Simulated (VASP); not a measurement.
**W2N (relaxed from the layer:CdI2 structure): computed properties**

The numbers are results of PBEsol GGA, VASP's PBE PAW potentials (set 64) (plane waves; VASP 6.6.1), not measurements.

```yaml
space_group: P-3m1 (164)
cell: a = b = 2.760 Å, c = 20.471 Å, α = β = 90.00°, γ = 120.00°
band gap (over mesh and band path): none (metal, semimetal or under 0.01 eV)
```

```
CELL_PARAMETERS angstrom
      2.75950     0.00000     0.00000
     -1.37975     2.38980     0.00000
      0.00000     0.00000    20.47102
ATOMIC_POSITIONS crystal
  N  0.00000 0.00000 0.50000
  W  0.33333 0.66667 0.57050
  W  0.66667 0.33333 0.42950
```

The cell holds vacuum, so volume and density refer to the whole cell. The cell holds a wide vacuum, so values per volume refer to the whole cell. Unless said otherwise, spin-orbit coupling is left out, though it shifts the bands of the heavy elements here.

The cell is a sheet with vacuum, built from a generated structure.
